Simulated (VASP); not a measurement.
Consider the following.

```xyz
2
Lattice="3.4970 0.0000 0.0000 0.0000 3.4970 0.0000 0.0000 0.0000 3.4970" Properties=species:S:1:pos:R:3 pbc="T T T"
W      0.0000     0.0000     0.0000
P      1.7485     1.7485     1.7485
```

The numbers are results of r2SCAN meta-GGA, VASP's PBE PAW potentials (set 64) (plane waves; VASP), not measurements. Run with 400 eV cut-off, 9×9×9 Γ-centred mesh, first-order Methfessel-Paxton smearing of 0.10 eV, potentials W_sv P.

Energy and stress use the plane-wave basis of the starting cell.

Task: The ions, cell shape and volume are relaxed. What does this cell relax into?

Result: 
```xyz
2
Lattice="3.0014 0.0000 0.0000 0.0000 3.0014 0.0000 0.0000 0.0000 3.0014" Properties=species:S:1:pos:R:3 pbc="T T T"
W      0.0000     0.0000     0.0000
P      1.5007     1.5007     1.5007
```
Space group Pm-3m (221), at a tolerance of 0.03 Å.

Task: How do energy and volume change from the first to the last step?

Result: The energy (σ→0) changes by -1626.2 meV/atom and the volume by -36.8 %, in 10 ionic steps.

The structure was generated: WP was put into the CsCl type type (Pm-3m), which need not be its known phase. This run relaxes it. Symmetry was kept, so distortions that lower it aren't found. The electron count is odd and the run is not spin-polarised, which forces a metal.
